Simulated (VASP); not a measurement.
Data:

```
CELL_PARAMETERS angstrom
     -2.82278     2.82278     6.28759
      2.82278    -2.82278     6.28759
      2.82278     2.82278    -6.28759
ATOMIC_POSITIONS crystal
  Ba 0.50000 0.50000 0.00000
  Ba 0.75000 0.25000 0.50000
  Ba 0.25000 0.75000 0.50000
  Al 0.00000 0.00000 0.00000
```

Level of theory: PBE GGA, VASP's PBE PAW potentials (set 64) (plane waves; VASP). Settings: 300 eV cut-off, 4×4×4 Γ-centred mesh, Gaussian smearing of 0.20 eV, potentials Ba_sv Al.

At this cut-off the stress carries a Pulay error, which pulls relaxed volumes low.

### Question
Give the stress tensor in GPa (positive for a compressed cell).

### Answer

```
-1.00   0.00   0.00
 0.00  -1.00   0.00
 0.00   0.00  -2.26
```
The pressure is its mean diagonal, -1.42 GPa.

The structure was generated: Ba3Al was put into an ordered model structure, which need not be its known phase. The cell was not relaxed at this level. The k-mesh is coarse (spacing up to 0.39 per Å, 2π included), so the numbers may not be converged in it. The electron count is odd and the run is not spin-polarised, which forces a metal.
